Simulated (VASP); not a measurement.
Calculation: r2SCAN meta-GGA, VASP's PBE PAW potentials (set 64) (plane waves; VASP).

Input for VASP

**POSCAR**
```
CuI
1.0
  0.0000000000   3.1292380000   3.1292380000
  3.1292380000   0.0000000000   3.1292380000
  3.1292380000   3.1292380000   0.0000000000
Cu I
1 1
Direct
  0.0000000000   0.0000000000   0.0000000000
  0.2500000000   0.2500000000   0.2500000000
```

### KPOINTS
```
Automatic mesh
0
gamma
  7 7 7
```

**INCAR**
```
# general
SYSTEM  = CuI
PREC    = Accurate
ENCUT   = 400   # plane-wave cut-off (eV)
LREAL   = F   # projection in real space or not
LASPH   = T

# electronic loop
EDIFF   = 1E-6   # SCF stop (eV)
NELM    = 100
ALGO    = Normal   # blocked Davidson
LMAXMIX = 4
LMIXTAU = T

# smearing
ISMEAR  = 0   # Gaussian
SIGMA   = 0.05   # width (eV)

# functional
METAGGA = R2SCAN

# ions
IBRION  = 2
NSW     = 60
ISIF    = 3   # ions, shape and volume
EDIFFG  = -0.01

# output
LWAVE   = F
LCHARG  = F
```

POTCAR, in this order: Cu I (PBE.64 set). Program: vasp_std.

Energy and stress use the plane-wave basis of the starting cell. Unless said otherwise, spin-orbit coupling is left out, though it shifts the bands of the heavy elements here.

Task: Estimate the energy per atom (σ→0), volume per atom, band gap (on the k-mesh).

Result: 
```json
{
  "energy per atom (σ→0)": "-17.901 eV/atom",
  "band gap (on the k-mesh)": "1.69 eV",
  "volume_per_atom": "27.17 Å³/atom"
}
```

File OSZICAR:
```
...
DAV:   4    -0.358022840101E+02    0.56476E-03   -0.20956E-03   520   0.361E-01    0.645E-02
DAV:   5    -0.358022698542E+02    0.14156E-04   -0.30274E-04   702   0.364E-01    0.414E-02
DAV:   6    -0.358023139919E+02   -0.44138E-04   -0.10446E-04   608   0.153E-01    0.134E-02
DAV:   7    -0.358023174942E+02   -0.35022E-05   -0.45201E-05   546   0.106E-01    0.454E-03
DAV:   8    -0.358023231315E+02   -0.56374E-05   -0.19243E-05   520   0.474E-02    0.288E-03
DAV:   9    -0.358023275102E+02   -0.43787E-05   -0.45475E-06   585   0.411E-02    0.103E-03
DAV:  10    -0.358023269869E+02    0.52330E-06   -0.30267E-07   270   0.807E-03
   3 F= -.35802327E+02 E0= -.35802327E+02  d E =-.985354E-01
```

The structure was generated: CuI was put into the zinc blende type (F-43m), which need not be its known phase. This run relaxes it. Symmetry was kept, so distortions that lower it aren't found.
